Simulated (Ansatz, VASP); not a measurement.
# In3Sn5Te8 (Sn0.62In0.38Te, rock salt): VASP beside Ansatz

Wanted: the spread between two codes on one cell, functional and k mesh. The cell is invented: As first built, before any earlier steps moved the atoms or strained the cell (in the runner's words): 1x2x2 conventional cells of the SnTe type (32 atoms: 6 In, 10 Sn, 16 Te); Sn/In share their sites, the best of 600 random draws by like-pair counts in two shells; start lattice by linear mixing of the end members' cells; atoms moved at random by 0.02 A. It may not be a known or stable phase. Of the first pair: The structure shown is the end of the Ansatz relaxation below.

Calculated with Ansatz 0.2.0; plane waves, with VASP 6.6.1 beside it; PBE and LDA.

## 1. The starting structure

The cell holds 32 atoms: 6 In, 10 Sn and 16 Te. Cell: a = 6.327 Å, b = 12.747 Å, c = 12.748 Å, α = 89.9°, β = 90.0°, γ = 90.0°. It derives from SnTe (SnTe type, space group 225), repeated 1×2×2. As first built, before any earlier steps moved the atoms or strained the cell (in the runner's words): 1x2x2 conventional cells of the SnTe type (32 atoms: 6 In, 10 Sn, 16 Te); Sn/In share their sites, the best of 600 random draws by like-pair counts in two shells; start lattice by linear mixing of the end members' cells; atoms moved at random by 0.02 A.

## 2. Ansatz: relaxation, PBE

Ansatz runs on its default PAW (the set named soft_2) files.

This run makes the geometry at which the two programs are then compared.

input.yaml reads:

```yaml
crystal:
  lattice:
    - [6.32721, -0.00022, 9.0e-05]
    - [-0.00044, 12.74728, 0.0065]
    - [0.00017, 0.0065, 12.74844]
  atoms:
    - { symbol: In, position: [0.50003, 0.99903, 0.25154] }
    - { symbol: In, position: [0.50045, 0.24993, 9.0e-05] }
    - { symbol: In, position: [0.00067, 0.75031, 0.25005] }
    - { symbol: In, position: [0.00015, 0.49981, 0.50077] }
    - { symbol: In, position: [0.50043, 0.50112, 0.74924] }
    - { symbol: In, position: [0.5004, 0.74922, 0.49962] }
    - { symbol: Sn, position: [0.00028, 0.99978, 0.00194] }
    - { symbol: Sn, position: [0.00038, 0.24863, 0.24968] }
    - { symbol: Sn, position: [0.0003, 0.99571, 0.49857] }
    - { symbol: Sn, position: [0.00037, 0.25144, 0.75007] }
    - { symbol: Sn, position: [0.50022, 0.00089, 0.75139] }
    - { symbol: Sn, position: [0.50029, 0.25163, 0.50028] }
    - { symbol: Sn, position: [0.00042, 0.49934, 0.99922] }
    - { symbol: Sn, position: [0.50036, 0.50205, 0.25237] }
    - { symbol: Sn, position: [0.50065, 0.75002, 0.00213] }
    - { symbol: Sn, position: [0.00055, 0.74811, 0.74593] }
    - { symbol: Te, position: [0.50032, 0.00031, 0.00057] }
    - { symbol: Te, position: [0.50022, 0.24931, 0.24938] }
    - { symbol: Te, position: [0.0001, 0.99938, 0.25096] }
    - { symbol: Te, position: [0.00033, 0.25021, 0.00033] }
    - { symbol: Te, position: [0.50033, 0.00128, 0.50149] }
    - { symbol: Te, position: [0.50027, 0.2502, 0.75059] }
    - { symbol: Te, position: [0.00022, 7.0e-05, 0.75033] }
    - { symbol: Te, position: [0.00017, 0.24921, 0.50003] }
    - { symbol: Te, position: [0.50046, 0.49914, 0.99968] }
    - { symbol: Te, position: [0.50064, 0.75113, 0.25036] }
    - { symbol: Te, position: [0.00061, 0.50025, 0.25063] }
    - { symbol: Te, position: [0.00066, 0.7498, 0.99949] }
    - { symbol: Te, position: [0.5004, 0.50002, 0.50146] }
    - { symbol: Te, position: [0.50046, 0.75107, 0.75176] }
    - { symbol: Te, position: [0.00029, 0.50061, 0.74976] }
    - { symbol: Te, position: [0.00028, 0.74885, 0.49902] }
kpoints:
  mp_grid: { grid: [4, 2, 2], shift: [0.5, 0.5, 0.5] }
hamiltonian:
  xc: pbe
scf:
  occupations: { method: methfessel_paxton, width: 0.15 }
output:
  forces: true
  stress: true
relax:
  f_tol: 0.02
  max_steps: 25
  cell: { stress_tol: 0.1 }
basis:
  ecutwfc: "520 eV"
```

Command:

```sh
> ansatz run input.yaml --threads 4 --pin off --max-ram 15360MiB --backend cpu --events-out ev --progress --plain --runs-dir out
```

Numbers of over 12 decimals in the logs are rounded to 6 here.

The log of the run:

```text
The last accepted step is kept in <dir> (removed where the run ends without a failure and the disk answers)
Engine: ansatz 0.2.0, aarch64-unknown-linux-gnu
Pseudopotentials: kind: paw
Pseudopotential: In, paw, valence charge 13, recommended cutoff 420 eV (normal), In.paw.azcp
Pseudopotential: Sn, paw, valence charge 14, recommended cutoff 420 eV (normal), Sn.paw.azcp
Pseudopotential: Te, paw, valence charge 16, recommended cutoff 420 eV (normal), Te.paw.azcp
Functional definition: PBE
  parameter kappa = 0.804
  parameter beta = 0.066725
  exchange = pbe_x(kappa = kappa, mu = beta*pi^2/3)
  correlation = pbe_c(beta = beta)
Crystal: 32 atoms, lattice volume = 1028.222 Å³
Basis set: ecut = 520 eV, 27727 PW (Γ), exchange–correlation on 96×192×192 points (8 copies of the dense FFT grid, shifted against one another)
Bands: 285, of which v1, the nominal top of the filled ones, is band 237 counted from 1 (236 counted from 0)
Symmetry: 1 space group operations
Space group: P1 (ITA 1), of the structure as read, at distance tolerance 1.0e-4 Å
k-points: 8 of 16 (time reversal used)
Non-local potential: In, projectors of the file, l = 0: 2, l = 1: 2, l = 2: 2, l = 3: 2
Non-local potential: Sn, projectors of the file, l = 0: 2, l = 1: 2, l = 2: 2, l = 3: 2
Non-local potential: Te, projectors of the file, l = 0: 2, l = 1: 2, l = 2: 2, l = 3: 2
PAW form: soft (Blöchl's): semilocal exchange-correlation on the pseudo side does not see the compensation charge
PAW one-centre angular grid: In, 590 points (default); XC on 64 Gauss nodes
PAW one-centre angular grid: Sn, 590 points (default); XC on 64 Gauss nodes
PAW one-centre angular grid: Te, 590 points (default); XC on 64 Gauss nodes
Initial density: superposition of atomic densities (neutral atoms: chi_scale 0, normalization atom), corrected by the library's trained network
Initial wavefunctions: pseudopotential atomic-orbital guess
Functional: x = pbe(κ = 0.804, μ = 0.219515), c = pbe(β = 0.066725)
SCF iter   1: F=—  HF=-205517.850627 eV  |F-HF|=—  |Δ(HF+E_count)|=         —  Δρ=1.59e-3  dr2=1.02e-1  ethr=1.77e-3  ⟨swp⟩=6.1  Hψ=8775  notcnv=0  defer=14
preconditioner: auto → LDOS  [metal: Δε(μ)=0.000 eV  Ē_g=10.486 eV  σ=0.150 eV  W_gap=0.00  n_scr=232 (ndim 8)  ℏωp=16.9 eV  f_vac=0.013  D(μ)=16.27/eV (n_scr^D=78)  β→1.0]
SCF iter   2: F=—  HF=-205517.817451 eV  |F-HF|=—  |Δ(HF+E_count)|=   3.32e-2  S|Δr|=    0.00e0  Δρ=7.24e-4  dr2=1.06e-2  ethr=2.15e-5  ⟨swp⟩=2.0  Hψ=3884  notcnv=0  defer=14
SCF iter   3: F=—  HF=-205517.815856 eV  |F-HF|=—  |Δ(HF+E_count)|=   1.60e-3  S|Δr|=    0.00e0  Δρ=5.28e-4  dr2=3.58e-3  ethr=2.23e-6  ⟨swp⟩=2.8  Hψ=3240  notcnv=0  defer=14
SCF iter   4: F=—  HF=-205517.814539 eV  |F-HF|=—  |Δ(HF+E_count)|=   1.32e-3  S|Δr|=    0.00e0  Δρ=8.63e-5  dr2=1.97e-4  ethr=7.55e-7  ⟨swp⟩=2.0  Hψ=3522  notcnv=0  defer=14
SCF iter   5: F=—  HF=-205517.814526 eV  |F-HF|=—  |Δ(HF+E_count)|=   1.34e-5  S|Δr|=    0.00e0  Δρ=3.94e-5  dr2=2.71e-5  ethr=4.15e-8  ⟨swp⟩=2.0  Hψ=3608  notcnv=0  defer=14
SCF iter   6: F=—  HF=-205517.815299 eV  |F-HF|=—  |Δ(HF+E_count)|=   7.73e-4  S|Δr|=    0.00e0  Δρ=1.26e-5  dr2=3.70e-6  ethr=5.72e-9  ⟨swp⟩=2.0  Hψ=3842  notcnv=0  defer=14
SCF iter   7: F=—  HF=-205517.815299 eV  |F-HF|=—  |Δ(HF+E_count)|=   2.54e-7  S|Δr|=    0.00e0  Δρ=6.60e-6  dr2=9.80e-7  ethr=7.81e-10  ⟨swp⟩=2.0  Hψ=3848  notcnv=0  defer=14
SCF iter   8: F=—  HF=-205517.815299 eV  |F-HF|=—  |Δ(HF+E_count)|=   2.43e-7  S|Δr|=    0.00e0  Δρ=2.13e-6  dr2=1.19e-7  ethr=2.07e-10  ⟨swp⟩=2.0  Hψ=3848  notcnv=0  defer=14
SCF iter   9: F=-205517.815299 eV  HF=-205517.815299 eV  |F-HF|=6.43e-9  |Δ(HF+E_count)|=   1.90e-8  S|Δr|=    0.00e0  Δρ=7.21e-7  dr2=1.01e-8  ethr=2.11e-11  ⟨swp⟩=4.0  Hψ=6591  notcnv=0
SCF 1 converged in 9 iterations: F = -205517.815299 eV  dr2 = 1.01e-8
  greatest PAW one-centre occupation: 0.998 electrons in one spin orbital (limit 2), on the Te atom at site 31 (counted from 0), in its partial waves of l = 2
relax step   1: F+E_penalty+E_count = -205517.81529882 eV  Δ(F+E_penalty+E_count) = +0.000e0 eV  max|allowed force component| = 1.672e-2 eV/Å  Δτ_max = 0.0000 Å  P = -0.008 GPa  Ω = 1028.222 Å³  (9 SCF iters, dr2 threshold 1.00e-7 eV, accepted)
Initial density: handed on by an earlier stage of this run
Initial wavefunctions: pseudopotential atomic-orbital guess (no wavefunctions were taken with the density)
iter 1 solved again at ethr=3.14e-7 eV; its pass at ethr=3.10e-3 eV (dr2=1.49e-3 eV) is discarded
SCF iter   1: F=—  HF=-205517.814511 eV  |F-HF|=—  |Δ(HF+E_count)|=         —  Δρ=1.46e-6  dr2=3.52e-8  ethr=3.14e-7  ⟨swp⟩=4.0  Hψ=14868  notcnv=0
eigensolver tolerance schedule: the retry pair's looser diagonalisation over-reported the residual by 42213.14 of it (diagonalisation noise at an unbounded share of the residual, at the tolerance the schedule requests for it); recorded, not acted on — ethr = c·dr2/N_el stays at c = 1.0e-1
preconditioner: auto → LDOS  [metal: Δε(μ)=0.024 eV  Ē_g=10.507 eV  σ=0.150 eV  W_gap=0.13  n_scr=232 (ndim 8)  ℏωp=16.9 eV  f_vac=0.013  D(μ)=16.62/eV (n_scr^D=78)  β→1.0]
SCF iter   2: F=—  HF=-205517.815299 eV  |F-HF|=—  |Δ(HF+E_count)|=   7.88e-4  S|Δr|=    0.00e0  Δρ=1.65e-6  dr2=3.83e-8  ethr=7.43e-12  ⟨swp⟩=4.0  Hψ=6479  notcnv=0
[...]
SCF converged after 5 iterations
Stability not checked: this state was not tested for a lower state beside it, because cold or Methfessel-Paxton smearing, or corrected tetrahedra, fill the levels in a way that the test cannot read (fill_not_monotonic; see scf.lower_state_search)
Free energy (F): -205517.815299 eV
Harris-Foulkes:  -205517.815299 eV  (|F-HF|=4.07e-10)
Internal energy: -205517.780262 eV  (E = F + TS)
E sigma→0 (E₀):  -205517.806540 eV
Entropy (-TS):   -0.035036 eV (-1.095 meV/atom)
Fermi energy:    8.705195 eV
Step filling:    the computed levels leave a gap of 0.0199 eV = 0.1 smearing widths at the electron count; against every level under it full and every level over it empty, smearing changes F+E_penalty+E_count by -21.523 meV and its σ→0 estimate by -12.764 meV
--- Per-component energies (eV) ---
  E_band       = -5510.042873
  E_kinetic    = 6178.842821
  E_local      = -36700.151695  (includes V_loc(G=0)·N_el)
  E_nonlocal   = -3092.887893
  E_hartree    = 21356.819629
  E_xc         = -7109.420280
  E_vxc        = -3221.655196  (∫ρ·V_xc dr)
  E_paw        = -140849.726901  (= ΣΔE_a)
  E_vpaw       = -11387.827904  (= ΣTr[D̂ρ^β])
  E_aug_tail   = -0.000166  (compensation charges beyond the density's cutoff)
  E_ewald      = -45301.255777
  E_smearing   = -0.035036  (= −TS)
  E_closure    = -0.000000  (closes the sum)
  Σ components = -205517.815299   (vs F -205517.815299, Δ=0.00e0)
--- Forces (eV/Å), atoms counted from 1 ---
  atom   1  In     0.00091480     0.00992917    -0.00323653
  atom   2  In    -0.00107686    -0.00105658     0.00117070
  atom   3  In    -0.00057215    -0.00989768    -0.00285856
  atom   4  In     0.00261950    -0.00240471    -0.00940212
  atom   5  In    -0.00149439    -0.00376564     0.01306133
  atom   6  In    -0.00099681     0.01067213     0.01126417
  atom   7  Sn     0.00034596    -0.00988220    -0.00677828
  atom   8  Sn    -0.00057151     0.00916180     0.00669284
  atom   9  Sn    -0.00008311     0.00698852     0.00059095
  atom  10  Sn    -0.00031101    -0.00449935    -0.00981756
  atom  11  Sn     0.00027189     0.00341150     0.00187291
  atom  12  Sn    -0.00034178     0.00054716     0.00112160
  atom  13  Sn     0.00012581     0.00894645     0.00450554
  atom  14  Sn     0.00076397    -0.00305954    -0.00302088
  atom  15  Sn    -0.00057627     0.00065158    -0.00196115
  atom  16  Sn    -0.00081093     0.00070184     0.00792358
  atom  17  Te    -0.00006129     0.01153156     0.00827682
  atom  18  Te     0.00102735    -0.00559502    -0.00461550
  atom  19  Te     0.00072545    -0.00561962     0.00029244
  atom  20  Te     0.00125734    -0.00431255     0.00240975
  atom  21  Te    -0.00108603    -0.01277218    -0.01474256
  atom  22  Te     0.00025476     0.00819851     0.00905129
  atom  23  Te     0.00100695     0.00186402     0.00454549
  atom  24  Te     0.00143074     0.00778591     0.00111187
  atom  25  Te    -0.00025626    -0.00505094    -0.00705683
  atom  26  Te    -0.00079855    -0.00346130     0.00392947
  atom  27  Te    -0.00145658     0.00114188     0.00152032
  atom  28  Te    -0.00131647     0.00152277     0.00761696
  atom  29  Te    -0.00287418     0.00255860    -0.00488034
  atom  30  Te    -0.00035020    -0.01306575    -0.01672157
  atom  31  Te     0.00209697     0.00141995    -0.00464368
  atom  32  Te     0.00219272    -0.00259033     0.00277751
  max |Σ_I F_I| component: 1.67e-7 eV/Å
--- Stress (GPa, compression-positive) ---
       -0.007588       0.000074      -0.001105
        0.000074      -0.006555       0.013513
       -0.001105       0.013513      -0.010425
  P = ⅓ Tr σ = -0.0082 GPa (-0.082 kbar)
--- Relaxed structure (1 steps of the walk, 1 accepted, 1 SCFs on fresh bases) ---
  F+E_penalty+E_count = -205517.81529883 eV   max|allowed force component| = 1.672e-2 eV/Å   (the final SCF, on the basis selected at the relaxed cell)
  cell:  # Å, volume = 1028.2216 Å³
    - [6.32721, -0.00022, 9.0e-5]
    - [-0.00044, 12.74728, 0.0065]
    - [0.00017, 0.0065, 12.74844]
  atoms:
    - { symbol: In, position: [0.50003, 0.99903, 0.25154] }
    - { symbol: In, position: [0.500450, 0.24993, 9.000000000000002e-5] }
    - { symbol: In, position: [0.00067, 0.75031, 0.25005] }
    - { symbol: In, position: [0.00015, 0.499810, 0.50077] }
    - { symbol: In, position: [0.50043, 0.50112, 0.74924] }
    - { symbol: In, position: [0.5004, 0.74922, 0.49962] }
    - { symbol: Sn, position: [0.00028, 0.99978, 0.00194] }
    - { symbol: Sn, position: [0.00038, 0.24863, 0.24968] }
    - { symbol: Sn, position: [0.0003, 0.995710, 0.49857] }
    - { symbol: Sn, position: [0.00037, 0.251440, 0.75007] }
    - { symbol: Sn, position: [0.50022, 0.00089, 0.75139] }
    - { symbol: Sn, position: [0.500290, 0.25163, 0.500280] }
    - { symbol: Sn, position: [0.00042, 0.49934, 0.999220] }
    - { symbol: Sn, position: [0.500360, 0.502050, 0.25237] }
    - { symbol: Sn, position: [0.500650, 0.75002, 0.00213] }
    - { symbol: Sn, position: [0.00055, 0.74811, 0.74593] }
    - { symbol: Te, position: [0.50032, 0.00031, 0.00057] }
    - { symbol: Te, position: [0.50022, 0.24931, 0.249380] }
    - { symbol: Te, position: [0.0001, 0.99938, 0.25096] }
    - { symbol: Te, position: [0.00033, 0.25021, 0.00033] }
    - { symbol: Te, position: [0.500330, 0.00128, 0.501490] }
    - { symbol: Te, position: [0.50027, 0.250200, 0.750590] }
    - { symbol: Te, position: [0.00022, 6.999999999999997e-5, 0.750330] }
    - { symbol: Te, position: [0.00017, 0.249210, 0.50003] }
    - { symbol: Te, position: [0.500460, 0.49914, 0.999680] }
    - { symbol: Te, position: [0.500640, 0.75113, 0.250360] }
    - { symbol: Te, position: [0.00061, 0.50025, 0.25063] }
    - { symbol: Te, position: [0.00066, 0.7498, 0.999490] }
    - { symbol: Te, position: [0.5004, 0.50002, 0.501460] }
    - { symbol: Te, position: [0.50046, 0.751070, 0.75176] }
    - { symbol: Te, position: [0.00029, 0.500610, 0.74976] }
    - { symbol: Te, position: [0.00028, 0.748850, 0.49902] }
```

## 3. VASP: single point, PBE, relaxed cell

The same cell, functional, mesh and smearing now go to VASP, with its own data sets.

Lines of VASP's logs that name or quote its potential files are left out, and so is its time.

INCAR reads:

```
SYSTEM = In3Sn5Te8
PREC = Accurate
ENCUT = 500
EDIFF = 1E-06
NELM = 120
ISMEAR = 1
SIGMA = 0.15
LREAL = Auto
ALGO = Normal
GGA = PE
NBANDS = 184
LORBIT = 11
LWAVE = .FALSE.
LCHARG = .FALSE.
ISIF = 2
ISYM = 0
LASPH = .TRUE.
GGA_COMPAT = .FALSE.
KPAR = 4
```

POSCAR reads:

```
In3Sn5Te8
1.0
    6.3272100000     -0.0002200000      0.0000900000
   -0.0004400000     12.7472800000      0.0065000000
    0.0001700000      0.0065000000     12.7484400000
In Sn Te
6 10 16
Direct
    0.5000300000      0.9990300000      0.2515400000
    0.5004500000      0.2499300000      0.0000900000
    0.0006700000      0.7503100000      0.2500500000
    0.0001500000      0.4998100000      0.5007700000
    0.5004300000      0.5011200000      0.7492400000
    0.5004000000      0.7492200000      0.4996200000
    0.0002800000      0.9997800000      0.0019400000
    0.0003800000      0.2486300000      0.2496800000
    0.0003000000      0.9957100000      0.4985700000
    0.0003700000      0.2514400000      0.7500700000
    0.5002200000      0.0008900000      0.7513900000
    0.5002900000      0.2516300000      0.5002800000
    0.0004200000      0.4993400000      0.9992200000
    0.5003600000      0.5020500000      0.2523700000
    0.5006500000      0.7500200000      0.0021300000
    0.0005500000      0.7481100000      0.7459300000
    0.5003200000      0.0003100000      0.0005700000
    0.5002200000      0.2493100000      0.2493800000
    0.0001000000      0.9993800000      0.2509600000
    0.0003300000      0.2502100000      0.0003300000
    0.5003300000      0.0012800000      0.5014900000
    0.5002700000      0.2502000000      0.7505900000
    0.0002200000      0.0000700000      0.7503300000
    0.0001700000      0.2492100000      0.5000300000
    0.5004600000      0.4991400000      0.9996800000
    0.5006400000      0.7511300000      0.2503600000
    0.0006100000      0.5002500000      0.2506300000
    0.0006600000      0.7498000000      0.9994900000
    0.5004000000      0.5000200000      0.5014600000
    0.5004600000      0.7510700000      0.7517600000
    0.0002900000      0.5006100000      0.7497600000
    0.0002800000      0.7488500000      0.4990200000
```

KPOINTS reads:

```
Points of the shifted mesh
16
Reciprocal
 0.1250000000  0.2500000000  0.2500000000 1
 0.1250000000  0.2500000000  0.7500000000 1
 0.1250000000  0.7500000000  0.2500000000 1
 0.1250000000  0.7500000000  0.7500000000 1
 0.3750000000  0.2500000000  0.2500000000 1
 0.3750000000  0.2500000000  0.7500000000 1
 0.3750000000  0.7500000000  0.2500000000 1
 0.3750000000  0.7500000000  0.7500000000 1
 0.6250000000  0.2500000000  0.2500000000 1
 0.6250000000  0.2500000000  0.7500000000 1
 0.6250000000  0.7500000000  0.2500000000 1
 0.6250000000  0.7500000000  0.7500000000 1
 0.8750000000  0.2500000000  0.2500000000 1
 0.8750000000  0.2500000000  0.7500000000 1
 0.8750000000  0.7500000000  0.2500000000 1
 0.8750000000  0.7500000000  0.7500000000 1
```

PAW data sets: In_d, Sn_d and Te (PBE family, release 64).

Command:

```sh
> mpirun -np 4 vasp_std
```

The log of the run:

```text
[banner, memory and clock lines left out]
running    4 mpi-ranks, on    1 nodes
[...]
LDA part: xc-table for (Slater+PW92), standard interpolation
 POSCAR, INCAR and KPOINTS ok, starting setup
[...]
entering main loop
       N       E                     dE             d eps       ncg     rms          rms(c)
DAV:   1     0.379452397233E+04    0.37945E+04   -0.12507E+05  5888   0.191E+03
DAV:   2     0.655437502608E+03   -0.31391E+04   -0.30852E+04  5888   0.551E+02
DAV:   3    -0.326130507222E+02   -0.68805E+03   -0.65620E+03  6640   0.233E+02
DAV:   4    -0.109795642686E+03   -0.77183E+02   -0.74595E+02  7024   0.715E+01
[...]
DAV:  12    -0.113394509722E+03   -0.45925E-04   -0.31428E-04  7536   0.425E-02    0.367E-02
DAV:  13    -0.113394511648E+03   -0.19258E-05   -0.34931E-05  6312   0.232E-02    0.180E-02
DAV:  14    -0.113394511848E+03   -0.20027E-06   -0.57827E-06  5592   0.111E-02
   1 F= -.11339451E+03 E0= -.11338283E+03  d E =-.350480E-01
```

OUTCAR, selected parts (step 3):

```text
  Total       -0.2790411     -0.2035950     -0.2181237     -0.0025571      0.1277328     -0.0002036
  in kB       -0.4348025     -0.3172423     -0.3398809     -0.0039845      0.1990335     -0.0003173
  external PRESSURE =      -0.3639752 kB  Pullay stress =       0.0000000 kB

 POSITION                                       TOTAL-FORCE (eV/Angst)
 -----------------------------------------------------------------------------------
      3.16340     12.73644      3.21328         0.001495      0.008042      0.004770
      3.16634      3.18582      0.00282        -0.003532      0.000687     -0.003874
      0.00395      9.56604      3.19262        -0.004983     -0.013806     -0.002606
      0.00081      6.37447      6.38729         0.003993      0.000759     -0.018971
      3.16623      6.39268      9.55494         0.002231     -0.005950      0.012316
      3.16589      9.55365      6.37429        -0.000848      0.014810      0.013749
      0.00133     12.74449      0.03123         0.002387     -0.011687     -0.001480
      0.00234      3.17098      3.18465         0.001896      0.004689      0.005756
      0.00154     12.69583      6.36246        -0.000049      0.009403     -0.000113
      0.00236      3.21005      9.56386         0.001845     -0.001766     -0.011385
      3.16512      0.01612      9.57910         0.000037      0.002008      0.007492
      3.16541      3.21074      6.37947         0.003767      0.004304      0.001782
      0.00261      6.37172     12.74174        -0.002225      0.010082      0.005037
      3.16570      6.40130      3.22063        -0.000400     -0.007269     -0.009152
[...]
-----------------------------------------------------------------------------------
    total drift:                               -0.018138      0.024713      0.053385

  FREE ENERGIE OF THE ION-ELECTRON SYSTEM (eV)
  ---------------------------------------------------
  free  energy   TOTEN  =      -113.3945118485 eV

  energy  without entropy=     -113.3594638940  energy(sigma->0) =     -113.38282920

[... 3 further parts left out ...]
[key lines of the parts left out:]
E-fermi :   6.0677
```

The k-mesh is coarse for a metal.

The run ends at a pressure of -0.04 GPa, with forces up to 0.022 eV/Å.

(Continued in part 2 of 2.)

[Lines on the potential files, build, host, timing and source positions are cut from VASP's logs without a mark.]

[Logs are printed without paths, hosts, clocks, repeated set-up lines and the standing remarks that a program may print on its own settings, such as how far it seeks lower states.]

[Hosts, paths, dates, database ids (printed as entryN), source tags and the programs' standing remarks are cut or masked in the printed files.]
